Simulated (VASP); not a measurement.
# InW (Pm-3m) in VASP: notebook

The runs below take InW through single point, relaxation of cell and atoms, with PBE.

Program: VASP 6.6.1. These are calculated values, not measurements. Logs are shortened: lines on timing, memory, paths and dates and some standing lists are left out, and cuts for length are marked.

### Step 1. The structure

It takes space group Pm-3m (No. 221, cubic). The conventional cell has a = 3.320 Å, b = 3.320 Å, c = 3.320 Å, α = 90.00°, β = 90.00°, γ = 90.00°. In (site symmetry m-3m) is surrounded by 8 W at 2.87 Å. W (site symmetry m-3m) has 8 In at 2.87 Å as nearest neighbours.

The cell was built by a generator and needn't be a form met in nature.

### Step 2. Single point, PBE

Input file INCAR:

```
SYSTEM = InW
  ALGO = Normal
  EDIFF = 1E-6
  ENCUT = 520
  GGA = PE
  ISIF = 2
  ISMEAR = 0
  LASPH = .True.
  LCHARG = .True.
  LELF = .True.
  LREAL = .False.
  LVHAR = .True.
  LWAVE = .False.
  NBANDS = 20
  NELM = 100
  PREC = Accurate
  SIGMA = 0.1
```

Input file KPOINTS:

```
k-points
0
Gamma
  6 6 6
  0 0 0
```

Input file POSCAR:

```
InW
1.0
    3.3196693716      0.0000000000      0.0000000000
    0.0000000000      3.3196693716      0.0000000000
    0.0000000000      0.0000000000      3.3196693716
In W
1 1
Direct
    0.0000000000      0.0000000000      0.0000000000
    0.5000000000      0.5000000000      0.5000000000
```

Potentials or basis: VASP PAW PBE potentials, release 64 (In_d, W_sv).

The run is started by

```console
cat potpaw_PBE.64/In_d/POTCAR potpaw_PBE.64/W_sv/POTCAR > POTCAR
mpirun -np 1 vasp_std > vasp.out
```

OUTCAR:

```text
SYSTEM = InW
   EDIFF = 1E-6
   ENCUT = 520
   GGA = PE
   ISIF = 2
   ISMEAR = 0
   LASPH = .True.
   LREAL = .False.
   NELM = 100
   PREC = Accurate

 ion  position               nearest neighbor table
   1  0.000  0.000  0.000-   2 2.87   2 2.87   2 2.87   2 2.87   2 2.87   2 2.87   2 2.87   2 2.87

   2  0.500  0.500  0.500-   1 2.87   1 2.87   1 2.87   1 2.87   1 2.87   1 2.87   1 2.87   1 2.87

  LATTYP: Found a simple cubic cell.
 ALAT       =     3.3196693716

  Lattice vectors:

 A1 = (   3.3196693716,   0.0000000000,   0.0000000000)
 A2 = (   0.0000000000,   3.3196693716,   0.0000000000)
 A3 = (   0.0000000000,   0.0000000000,   3.3196693716)

Analysis of symmetry for initial positions (statically):
=====================================================================
 Subroutine PRICEL returns:
 Original cell was already a primitive cell.

 Routine SETGRP: Setting up the symmetry group for a
 simple cubic supercell.

 Subroutine GETGRP returns: Found 48 space group operations
 (whereof 48 operations were pure point group operations)
 out of a pool of 48 trial point group operations.

The static configuration has the point symmetry O_h .

Analysis of symmetry for dynamics (positions and initial velocities):
=====================================================================
 Subroutine PRICEL returns:
 Original cell was already a primitive cell.

 Routine SETGRP: Setting up the symmetry group for a
 simple cubic supercell.

 Subroutine GETGRP returns: Found 48 space group operations
 (whereof 48 operations were pure point group operations)
 out of a pool of 48 trial point group operations.

The dynamic configuration has the point symmetry O_h .

 Subroutine INISYM returns: Found 48 space group operations
 (whereof 48 operations are pure point group operations),
 and found     1 'primitive' translations

----------------------------------------------------------------------------------------

                                     Primitive cell

  volume of cell :      36.5834

  direct lattice vectors                    reciprocal lattice vectors
     3.319669372  0.000000000  0.000000000     0.301234818  0.000000000  0.000000000
     0.000000000  3.319669372  0.000000000     0.000000000  0.301234818  0.000000000
     0.000000000  0.000000000  3.319669372     0.000000000  0.000000000  0.301234818

  length of vectors
     3.319669372  3.319669372  3.319669372     0.301234818  0.301234818  0.301234818
[... 74 lines left out ...]
   ENCUT  =  520.0 eV  38.22 Ry    6.18 a.u.   6.17  6.17  6.17*2*pi/ulx,y,z
   NELM   =    100;   NELMIN=  2; NELMDL= -5     # of ELM steps
   EDIFF  = 0.1E-05   stopping-criterion for ELM
   LREAL  =      F    real-space projection
   EDIFFG = 0.1E-04   stopping-criterion for IOM
   NSW    =      0    number of steps for IOM
   IBRION =     -1    ionic relax: 0-MD 1-quasi-New 2-CG
   NFREE  =      0    steps in history (QN), initial steepest desc. (CG)
   ISIF   =      2    stress and relaxation
   ISYM   =      2    0-nonsym 1-usesym 2-fastsym
   POTIM  = 0.5000    time-step for ionic-motion
   TEBEG  =    0.0;   TEEND  =   0.0 temperature during run
   PSTRESS=    0.0 pullay stress
   NELECT =      27.0000    total number of electrons
   NUPDOWN=      -1.0000    fix difference up-down
   EMIN   =  10.00;   EMAX   =-10.00  energy-range for DOS
   EFERMI =   0.00;   METHOD = LEGACY
   ISMEAR =     0;   SIGMA  =   0.10  broadening in eV -4-tet -1-fermi 0-gaus
   EFERMI_NEDOS =   21; number of points for ismear=-14 and -15
   IALGO  =     38    algorithm
   IMIX   =      4    mixing-type and parameters
     AMIX     =   0.40;   BMIX     =  1.00
     AMIX_MAG =   1.60;   BMIX_MAG =  1.00
  volume/ion in A,a.u.               =      18.29       123.44
  Fermi-wavevector in a.u.,A,eV,Ry     =   1.479453  2.795761 29.780187  2.188782
  Thomas-Fermi vector in A             =   2.593609
   LORBIT       =      0    0 simple, 1 ext, 2 COOP (PROOUT), +10 PAW based schemes
   GGA     = PE    functional components
   LHFCALC =     F    Hartree Fock is set to
   AEXX    =    0.0000 exact exchange contribution
   IVDW    =     0    specifies the selected vdW correction
   LEPSILON=     F    determine dielectric tensor
   LRPA    =     F    only Hartree local field effects (RPA)
 non-spin polarized calculation
 Gauss-broadening in eV      SIGMA  =   0.10
  energy-cutoff  :      520.00
  volume of cell :       36.58
 maximum number of plane-waves:      1021
 NGX is ok and might be reduce to    28
   NGX = 13   NGY = 13   NGZ = 13

 number of electron      27.0000005 magnetization

 Free energy of the ion-electron system (eV)
  ---------------------------------------------------
  ext. energy  EPLUGINS =         0.00000000
  ---------------------------------------------------
  free energy    TOTEN  =       -13.55738223 eV

  energy without entropy =      -13.55098614  energy(sigma->0) =      -13.55418418

 E-fermi :  10.5803     XC(G=0): -12.4621

 val. band max:       10.4988594727   @ k =   0.5000   0.1667   0.1667
 cond. band min:      10.6089571828   @ k =   0.1667   0.1667   0.1667
 fundamental gap:      0.1100977101
 Fermi energy:        10.5803261187

 k-point     1 :       0.0000    0.0000    0.0000
  band No.  band energies     occupation
      1     -63.5047      2.00000
      2     -27.6463      2.00000
      3     -27.6463      2.00000
      4     -27.6463      2.00000
      5      -4.0144      2.00000
      6      -4.0144      2.00000
[... 449 lines left out ...]
     19      15.9885      0.00000
     20      18.8648      0.00000

------------------------ aborting loop because EDIFF is reached ----------------------------------------

  FORCE on cell =-STRESS in cart. coord.  units (eV):
  Direction    XX          YY          ZZ          XY          YZ          ZX
  --------------------------------------------------------------------------------------
  -------------------------------------------------------------------------------------
  Total        0.0250636      0.0250636      0.0250636     -0.0000000     -0.0000000      0.0000000
  in kB        1.0976653      1.0976653      1.0976653     -0.0000000     -0.0000000      0.0000000
  external PRESSURE =       1.0976653 kB  Pullay stress =       0.0000000 kB

 VOLUME and BASIS-vectors are now :
 -----------------------------------------------------------------------------
  energy-cutoff  :      520.00
  volume of cell :       36.58
      direct lattice vectors                 reciprocal lattice vectors
     3.319669372  0.000000000  0.000000000     0.301234818  0.000000000  0.000000000
     0.000000000  3.319669372  0.000000000     0.000000000  0.301234818  0.000000000
     0.000000000  0.000000000  3.319669372     0.000000000  0.000000000  0.301234818

 POSITION                                       TOTAL-FORCE (eV/Angst)
 -----------------------------------------------------------------------------------
      0.00000      0.00000      0.00000         0.000000      0.000000      0.000000
      1.65983      1.65983      1.65983         0.000000      0.000000      0.000000
 -----------------------------------------------------------------------------------
    total drift:                                0.000000      0.000000      0.000000

  FREE ENERGIE OF THE ION-ELECTRON SYSTEM (eV)
  ---------------------------------------------------
  free  energy   TOTEN  =       -13.5573822330 eV

  energy  without entropy=      -13.5509861357  energy(sigma->0) =      -13.55418418
```

OSZICAR:

```text
N       E                     dE             d eps       ncg     rms          rms(c)
DAV:   1     0.248264407395E+03    0.24826E+03   -0.14511E+04   832   0.180E+03
DAV:   2    -0.211751608294E+01   -0.25038E+03   -0.24534E+03   840   0.450E+02
DAV:   3    -0.139776581136E+02   -0.11860E+02   -0.11581E+02   940   0.104E+02
DAV:   4    -0.142722357620E+02   -0.29458E+00   -0.29411E+00   980   0.157E+01
DAV:   5    -0.142814240164E+02   -0.91883E-02   -0.91874E-02  1084   0.256E+00    0.148E+01
DAV:   6    -0.136310174627E+02    0.65041E+00   -0.13683E+00   852   0.107E+01    0.456E+00
DAV:   7    -0.135674786089E+02    0.63539E-01   -0.12423E-01  1080   0.491E+00    0.138E+00
DAV:   8    -0.135582033330E+02    0.92753E-02   -0.99815E-03  1156   0.130E+00    0.332E-01
DAV:   9    -0.135573782583E+02    0.82507E-03   -0.12878E-03  1020   0.488E-01    0.929E-02
DAV:  10    -0.135573876995E+02   -0.94412E-05   -0.91590E-05  1044   0.982E-02    0.556E-02
DAV:  11    -0.135573847290E+02    0.29705E-05   -0.51203E-06   888   0.243E-02    0.153E-02
DAV:  12    -0.135573823003E+02    0.24287E-05   -0.13457E-06   592   0.127E-02    0.460E-03
DAV:  13    -0.135573822330E+02    0.67326E-07   -0.27320E-07   440   0.473E-03
   1 F= -.13557382E+02 E0= -.13554184E+02  d E =-.639610E-02
```

stdout:

```text
POSCAR found type information on POSCAR InW
 POSCAR found :  2 types and       2 ions
 scaLAPACK will be used
 LDA part: xc-table for (Slater+PW92), standard interpolation
 POSCAR, INCAR and KPOINTS ok, starting setup
 FFT: planning ... GRIDC
 FFT: planning ... GRID_SOFT
 FFT: planning ... GRID
 WAVECAR not read
 entering main loop
```

Run time: 7.1 s. Hardware: 1 thread of Intel Xeon 6975P-C (Granite Rapids), shared host; peak memory 0.16 GiB.

Results:

```
Free energy            : -13.5574 eV
Pressure               : 0.1 GPa
Band gap on the k mesh : none (metal or under the smearing width)
```

The run has no spin-orbit coupling, so splittings on W are missing.

### Step 3. Relaxation of cell and atoms, PBE

This run uses another cell than the first one, of 20.66 Å³/atom, 1.129 times its volume.

Input file INCAR:

```
PREC = Accurate
ENCUT = 600
EDIFF = 1E-6
ISMEAR = 0
SIGMA = 0.1
LREAL = F
LASPH = T
NELM = 100
ALGO = Normal
ISIF = 3
LWAVE = F
LCHARG = F
GGA = PE
IBRION = 2
NSW = 90
EDIFFG = -0.04
```

Input file KPOINTS:

```
Automatic mesh
0
Gamma
  6 6 6
```

Input file POSCAR:

```
InW
1.0
    3.4569836541      0.0000000000      0.0000000000
    0.0000000000      3.4569836541      0.0000000000
    0.0000000000      0.0000000000      3.4569836541
In W
1 1
Direct
    0.0000000000      0.0000000000      0.0000000000
    0.5000000000      0.5000000000      0.5000000000
```

Potentials or basis: VASP PAW PBE potentials, release 64 (In_d, W_sv).

The run is started by

```console
cat potpaw_PBE.64/In_d/POTCAR potpaw_PBE.64/W_sv/POTCAR > POTCAR
mpirun -np 1 vasp_std > vasp.out
```

OUTCAR:

```text
PREC = Accurate
   ENCUT = 600
   EDIFF = 1E-6
   ISMEAR = 0
   LREAL = F
   LASPH = T
   NELM = 100
   ISIF = 3
   GGA = PE
   IBRION = 2
   NSW = 90
   EDIFFG = -0.04

 ion  position               nearest neighbor table
   1  0.000  0.000  0.000-   2 2.99   2 2.99   2 2.99   2 2.99   2 2.99   2 2.99   2 2.99   2 2.99

   2  0.500  0.500  0.500-   1 2.99   1 2.99   1 2.99   1 2.99   1 2.99   1 2.99   1 2.99   1 2.99

  LATTYP: Found a simple cubic cell.
 ALAT       =     3.4569836541

  Lattice vectors:

 A1 = (   3.4569836541,   0.0000000000,   0.0000000000)
 A2 = (   0.0000000000,   3.4569836541,   0.0000000000)
 A3 = (   0.0000000000,   0.0000000000,   3.4569836541)

Analysis of symmetry for initial positions (statically):
=====================================================================
 Subroutine PRICEL returns:
 Original cell was already a primitive cell.

 Routine SETGRP: Setting up the symmetry group for a
 simple cubic supercell.

 Subroutine GETGRP returns: Found 48 space group operations
 (whereof 48 operations were pure point group operations)
 out of a pool of 48 trial point group operations.

The static configuration has the point symmetry O_h .

Analysis of symmetry for dynamics (positions and initial velocities):
=====================================================================
 Subroutine PRICEL returns:
[... 141 lines left out ...]
 NGX is ok and might be reduce to    28
   NGX = 13   NGY = 13   NGZ = 13

--------------------------------------- Ionic step        1  -------------------------------------------

 number of electron      27.0000005 magnetization

 Free energy of the ion-electron system (eV)
  ---------------------------------------------------
  ext. energy  EPLUGINS =         0.00000000
  ---------------------------------------------------
  free energy    TOTEN  =       -13.31590169 eV

  energy without entropy =      -13.30820395  energy(sigma->0) =      -13.31205282

 E-fermi :   8.9498     XC(G=0): -11.8162

 val. band max:        8.8689879230   @ k =   0.5000   0.1667   0.1667
 cond. band min:       8.9874374502   @ k =   0.1667   0.1667   0.1667
 fundamental gap:      0.1184495272
 Fermi energy:         8.9498108444

 k-point     1 :       0.0000    0.0000    0.0000
  band No.  band energies     occupation
      1     -65.3070      2.00000
      2     -29.4183      2.00000
      3     -29.4183      2.00000
      4     -29.4183      2.00000
      5      -5.3892      2.00000
      6      -5.3892      2.00000
[... 496 lines left out ...]
--------------------------------------- Ionic step        4  -------------------------------------------

 number of electron      27.0000005 magnetization

 Free energy of the ion-electron system (eV)
  ---------------------------------------------------
  ext. energy  EPLUGINS =         0.00000000
  ---------------------------------------------------
  free energy    TOTEN  =       -13.55799795 eV

  energy without entropy =      -13.55161092  energy(sigma->0) =      -13.55480443

 E-fermi :  10.5484     XC(G=0): -12.4497

 val. band max:       10.4665797983   @ k =   0.5000   0.1667   0.1667
 cond. band min:      10.5771712602   @ k =   0.1667   0.1667   0.1667
 fundamental gap:      0.1105914619
 Fermi energy:        10.5483944113

 k-point     1 :       0.0000    0.0000    0.0000
  band No.  band energies     occupation
      1     -63.5398      2.00000
      2     -27.6808      2.00000
      3     -27.6808      2.00000
      4     -27.6808      2.00000
      5      -4.0411      2.00000
      6      -4.0411      2.00000
[... 418 lines left out ...]
  FREE ENERGIE OF THE ION-ELECTRON SYSTEM (eV)
  ---------------------------------------------------
  free  energy   TOTEN  =       -13.5579979470 eV

  energy  without entropy=      -13.5516109151  energy(sigma->0) =      -13.55480443

 reached required accuracy - stopping structural energy minimisation
```

OSZICAR:

```text
N       E                     dE             d eps       ncg     rms          rms(c)
DAV:   1     0.244569630409E+03    0.24457E+03   -0.16662E+04   688   0.225E+03
DAV:   2    -0.207338341718E+01   -0.24664E+03   -0.24401E+03   715   0.492E+02
DAV:   3    -0.138259395387E+02   -0.11753E+02   -0.11454E+02   911   0.113E+02
[... 38 lines left out ...]
DAV:   3    -0.135580205469E+02    0.53790E-03   -0.17128E-03   892   0.702E-01    0.113E-01
DAV:   4    -0.135579960839E+02    0.24463E-04   -0.92979E-05   914   0.133E-01    0.447E-02
DAV:   5    -0.135579967021E+02   -0.61828E-06   -0.17830E-05   837   0.467E-02    0.156E-02
DAV:   6    -0.135579977079E+02   -0.10058E-05   -0.16041E-06   430   0.126E-02    0.484E-03
DAV:   7    -0.135579979470E+02   -0.23905E-06   -0.49380E-07   359   0.864E-03
   4 F= -.13557998E+02 E0= -.13554804E+02  d E =-.242096E+00
```

CONTCAR:

```text
InW
   1.00000000000000
     3.3221841456211521   -0.0000000000000000   -0.0000000000000000
    -0.0000000000000000    3.3221841456211521   -0.0000000000000000
     0.0000000000000000    0.0000000000000000    3.3221841456211521
  In              W
     1     1
Direct
     0.0000000000000000    0.0000000000000000    0.0000000000000000
     0.5000000000000000    0.5000000000000000    0.5000000000000000

  0.00000000E+00  0.00000000E+00  0.00000000E+00
  0.00000000E+00  0.00000000E+00  0.00000000E+00
```

It took 22 s on 1 thread of Intel Xeon 6975P-C (Granite Rapids), shared host; peak memory 0.18 GiB.

Results:

```yaml
Free_energy: -13.5580 eV
Relaxed_volume: 18.33 Å³/atom
Relaxed_cell: a = 3.322 Å, b = 3.322 Å, c = 3.322 Å, α = 90.00°, β = 90.00°, γ = 90.00°
Space_group_after_relaxing_to_0.05_Å: Pm-3m (No. 221)
Energy_gained_by_relaxing: 121.0 meV/atom
Ionic_steps: 4
Pressure_after_relaxing: -0.2 GPa
Band_gap_on_the_k_mesh: none (metal or under the smearing width)
```

Step by step:
```csv
step,energy change (eV),largest force (eV/Å),pressure (GPa),volume (Å³)
1,0.0000,0.0000,-14.71,41.31
2,0.3635,0.0000,40.16,30.98
3,-0.2416,0.0000,-0.87,36.82
4,-0.2421,0.0000,-0.19,36.67
```

Final structure:
```yaml
crystal:
  lattice:
    - [3.32218, 0.00000, 0.00000]
    - [0.00000, 3.32218, 0.00000]
    - [0.00000, 0.00000, 3.32218]
  atoms:
    - { symbol: In, position: [0.00000, 0.00000, 0.00000] }
    - { symbol: W, position: [0.50000, 0.50000, 0.50000] }
```

The run has no spin-orbit coupling, so splittings on W are missing.
